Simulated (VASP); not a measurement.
# Be2ZnO3 (Cc) in VASP: further runs, part 2 of 2

VASP 6.6.1. Earlier steps stand in the parts before.

### 3 Relaxation of cell and atoms, PBE

This run uses another cell than the first one, of 8.52 Å³/atom, 0.998 times its volume.

File INCAR:

```
SYSTEM = Be2ZnO3
PREC = Accurate
ENCUT = 520
EDIFF = 1E-7
ISMEAR = 0
SIGMA = 0.03
LREAL = .False.
LASPH = .True.
NELM = 120
ALGO = Normal
ISIF = 3
LWAVE = .False.
LCHARG = .False.
GGA = PE
IBRION = 2
NSW = 60
EDIFFG = -0.005
POTIM = 0.3
KPAR = 4
```

File KPOINTS:

```
Automatic mesh
0
Gamma
  6 6 6
  0 0 0
```

File POSCAR:

```
Be2ZnO3                                 
1.0
    2.4946986459     -4.3722525402      0.0001234319
    2.4946986459      4.3722525402      0.0001234319
   -1.5083214859      0.0000000000      4.6868270358
  Be              Zn              O             
     4     2     6
Direct
     0.5889488861941781    0.4216021607905363    0.0006002333751473
     0.2541008146156208    0.7381720191649267    0.9994406089949661
     0.4216021607905363    0.5889488861941781    0.5006002333751473
     0.7381720191649267    0.2541008146156208    0.4994406089949660
     0.9169268648296630    0.0911089700380795    0.0094300606748967
     0.0911089700380795    0.9169268648296630    0.5094300606748965
     0.3390346762732129    0.4982923197646102    0.1389557980784253
     0.9554068527638544    0.7370617432446772    0.0933605857204864
     0.5805452543224413    0.1288551579982126    0.1336889731560776
     0.4982923197646102    0.3390346762732129    0.6389557980784253
     0.7370617432446772    0.9554068527638544    0.5933605857204864
     0.1288551579982126    0.5805452543224413    0.6336889731560775
```

Potentials or basis: VASP PAW PBE potentials, release 64 (Be, Zn, O).

Launch:

```
cat potpaw_PBE.64/Be/POTCAR potpaw_PBE.64/Zn/POTCAR potpaw_PBE.64/O/POTCAR > POTCAR
mpirun -np 4 vasp_std > vasp.out
```

OUTCAR:

```text
SYSTEM = Be2ZnO3
   PREC = Accurate
   ENCUT = 520
   EDIFF = 1E-7
   ISMEAR = 0
   LREAL = .False.
   LASPH = .True.
   NELM = 120
   ISIF = 3
   GGA = PE
   IBRION = 2
   NSW = 60
   EDIFFG = -0.005
   POTIM = 0.3

 ion  position               nearest neighbor table
   1  0.589  0.422  0.001-   8 1.64   9 1.69   7 1.69  10 1.70
   2  0.254  0.738  0.999-   8 1.64   7 1.67  12 1.73   9 1.73
   3  0.422  0.589  0.501-  11 1.64  12 1.69  10 1.69   7 1.70
   4  0.738  0.254  0.499-  11 1.64  10 1.67   9 1.73  12 1.73
   5  0.917  0.091  0.009-  11 1.97   7 1.97   9 1.97   8 1.98   6 2.89   6 2.89
   6  0.091  0.917  0.509-   8 1.97  10 1.97  12 1.97  11 1.98   5 2.89   5 2.89
   7  0.339  0.498  0.139-   2 1.67   1 1.69   3 1.70   5 1.97
   8  0.955  0.737  0.093-   1 1.64   2 1.64   6 1.97   5 1.98
   9  0.581  0.129  0.134-   1 1.69   4 1.73   2 1.73   5 1.97
  10  0.498  0.339  0.639-   4 1.67   3 1.69   1 1.70   6 1.97
  11  0.737  0.955  0.593-   3 1.64   4 1.64   5 1.97   6 1.98
[... 284 lines left out ...]
      6     -14.0287      2.00000
[... 1045 lines left out ...]
     40      12.3677      0.00000
     41      13.1406      0.00000

 [... further k-points ...]

------------------------ aborting loop because EDIFF is reached ----------------------------------------

  FORCE on cell =-STRESS in cart. coord.  units (eV):
  Direction    XX          YY          ZZ          XY          YZ          ZX
  --------------------------------------------------------------------------------------
  -------------------------------------------------------------------------------------
  Total        0.0058731      0.0057165      0.0108805      0.0000000      0.0000000     -0.0167304
  in kB        0.0920311      0.0895782      0.1704981      0.0000000      0.0000000     -0.2621658
  external PRESSURE =       0.1173691 kB  Pullay stress =       0.0000000 kB

 VOLUME and BASIS-vectors are now :
 -----------------------------------------------------------------------------
  energy-cutoff  :      520.00
  volume of cell :      102.24
      direct lattice vectors                 reciprocal lattice vectors
     2.494652738 -4.372250406 -0.000010130     0.200428960 -0.114357586  0.064509330
     2.494652738  4.372250406 -0.000010130     0.200428960  0.114357586  0.064509330
    -1.508544644  0.000000000  4.687012438     0.000000866  0.000000000  0.213355804

 POSITION                                       TOTAL-FORCE (eV/Angst)
 -----------------------------------------------------------------------------------
      2.51989     -0.73181      0.00270        -0.002833     -0.003479     -0.002081
      0.96774      2.11634      4.68433         0.000847     -0.003244     -0.000597
      1.76562      0.73181      2.34620        -0.002833      0.003479     -0.002081
      1.72201     -2.11634      2.34083         0.000847      0.003244     -0.000597
      2.50049     -3.61077      0.04429        -0.000231     -0.002510      0.001861
      1.74622      3.61077      2.38780        -0.000231      0.002510      0.001861
      1.87932      0.69616      0.65135         0.001624     -0.003225      0.000749
      4.08131     -0.95467      0.43755         0.000787     -0.002063      0.000765
      1.56801     -1.97490      0.62658        -0.000195     -0.001081     -0.000697
      1.12504     -0.69616      2.99486         0.001624      0.003225      0.000749
      3.32703      0.95467      2.78106         0.000787      0.002063      0.000765
      0.81374      1.97490      2.97009        -0.000195      0.001081     -0.000697
 -----------------------------------------------------------------------------------
    total drift:                               -0.001492      0.000000      0.002667

  FREE ENERGIE OF THE ION-ELECTRON SYSTEM (eV)
  ---------------------------------------------------
  free  energy   TOTEN  =       -73.9299721218 eV

  energy  without entropy=      -73.9299721218  energy(sigma->0) =      -73.92997212

 reached required accuracy - stopping structural energy minimisation
```

OSZICAR:

```text
N       E                     dE             d eps       ncg     rms          rms(c)
DAV:   1     0.734993470947E+03    0.73499E+03   -0.32850E+04  5576   0.204E+03
DAV:   2     0.188205904824E+02   -0.71617E+03   -0.68415E+03  6336   0.511E+02
DAV:   3    -0.795140735904E+02   -0.98335E+02   -0.97278E+02  6558   0.200E+02
[... 16 lines left out ...]
       N       E                     dE             d eps       ncg     rms          rms(c)
DAV:   1    -0.739299727627E+02   -0.10860E-04   -0.72352E-04  5656   0.162E-01    0.106E-02
DAV:   2    -0.739299729312E+02   -0.16852E-06   -0.15836E-05  6672   0.310E-02    0.661E-03
DAV:   3    -0.739299722186E+02    0.71261E-06   -0.71232E-07  6696   0.101E-02    0.265E-03
DAV:   4    -0.739299721218E+02    0.96811E-07   -0.52491E-07  5053   0.508E-03
   2 F= -.73929972E+02 E0= -.73929972E+02  d E =-.101702E-04
```

It took 74 s on 4 MPI ranks of Intel Xeon 6975P-C (Granite Rapids), shared host; peak memory 0.4 GiB.

Results:

```
Free energy                  : -73.9300 eV
Energy gained by relaxing    : 0.0 meV/atom
Ionic steps                  : 2
Pressure after relaxing      : 0.0 GPa
Largest force after relaxing : 0.005 eV/Å
Band gap on the k mesh       : 3.52 eV, direct
```

Forces in eV/Å, atoms in the order of the input:
```
Be  -0.003 -0.003 -0.002
Be   0.001 -0.003 -0.001
Be  -0.003  0.003 -0.002
Be   0.001  0.003 -0.001
Zn   0.000 -0.003  0.002
Zn   0.000  0.003  0.002
O    0.002 -0.003  0.001
O    0.001 -0.002  0.001
O    0.000 -0.001 -0.001
O    0.002  0.003  0.001
O    0.001  0.002  0.001
O    0.000  0.001 -0.001
```

Final structure:
```xyz
12
Lattice="2.4947 -4.3723 0.0000 2.4947 4.3723 0.0000 -1.5085 0.0000 4.6870" Properties=species:S:1:pos:R:3 pbc="T T T"
Be    2.5199   -0.7318    0.0027
Be    0.9677    2.1163    4.6843
Be    1.7656    0.7318    2.3462
Be    1.7220   -2.1163    2.3408
Zn    2.5005   -3.6108    0.0443
Zn    1.7462    3.6108    2.3878
O     1.8793    0.6962    0.6514
O     4.0813   -0.9547    0.4376
O     1.5680   -1.9749    0.6266
O     1.1250   -0.6962    2.9949
O     3.3270    0.9547    2.7811
O     0.8137    1.9749    2.9701
```

A k mesh can miss the band edges.
